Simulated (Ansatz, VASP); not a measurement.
**Ga4As3N: VASP beside Ansatz**

The input INCAR:

```
PREC = Accurate
ENCUT = 520
EDIFF = 1E-6
ISMEAR = 0
SIGMA = 0.1
LREAL = False
LASPH = True
NELM = 80
ALGO = Normal
ISIF = 2
LWAVE = False
LCHARG = False
GGA = PE
NBANDS = 46
```

File KPOINTS:

```
regular mesh
0
Gamma
  4 4 4
```

File POSCAR:

```
Ga4As3N
1.0
    5.3842762500      0.0000000000      0.0000000000
    0.0000000000      5.3842762500      0.0000000000
    0.0000000000      0.0000000000      5.3842762500
Ga As N
4 3 1
Direct
    0.5000000000      0.5000000000      0.5000000000
    0.0000000000      0.5000000000      0.0000000000
    0.5000000000      0.0000000000      0.0000000000
    0.0000000000      0.0000000000      0.5000000000
    0.5000000000      0.0000000000      0.5000000000
    0.0000000000      0.5000000000      0.5000000000
    0.5000000000      0.5000000000      0.0000000000
    0.0000000000      0.0000000000      0.0000000000
```

Input for Ansatz:

```yaml
crystal:
  lattice:
    - [5.38427625, 0.0, 0.0]
    - [0.0, 5.38427625, 0.0]
    - [0.0, 0.0, 5.38427625]
  atoms:
    - { symbol: Ga, position: [0.5, 0.5, 0.5] }
    - { symbol: Ga, position: [0.0, 0.5, 0.0] }
    - { symbol: Ga, position: [0.5, 0.0, 0.0] }
    - { symbol: Ga, position: [0.0, 0.0, 0.5] }
    - { symbol: As, position: [0.5, 0.0, 0.5] }
    - { symbol: As, position: [0.0, 0.5, 0.5] }
    - { symbol: As, position: [0.5, 0.5, 0.0] }
    - { symbol: "N", position: [0.0, 0.0, 0.0] }
basis:
  ecutwfc: 420
kpoints:
  mp_grid: { grid: [4, 4, 4] }
hamiltonian:
  xc: pbe
scf:
  occupations: { method: gaussian, width: 0.1 }
  lower_state_search: "off"
output:
  forces: true
  stress: true
  eigenvalues: true
```

Alike in both runs: task single point; functional PBE; k mesh 4 × 4 × 4; occupations gaussian, width 0.1 eV; no spin polarisation.

|  | VASP | Ansatz |
| --- | --- | --- |
| version | VASP 6.6.1 | Ansatz 0.2.0 |
| potentials or method | VASP PAW PBE potentials, release 64 (Ga_d, As, N) | scalar-relativistic, plane waves, PAW |
| plane-wave cutoff (eV) | 520 | 420 |
| valence electrons in the cell | 72 | 102 |

```csv
,VASP,Ansatz,Ansatz less VASP
gap on the k mesh at the Fermi level (eV),none,none,-
pressure (GPa),-6.4,-6.5,-0.15
```

A gap of «none» marks a metal or a gap that the smearing closes. With one functional, cell and mesh, what is left measures potentials, basis and numerics. The two sets of potentials don't hold the same shells in valence.
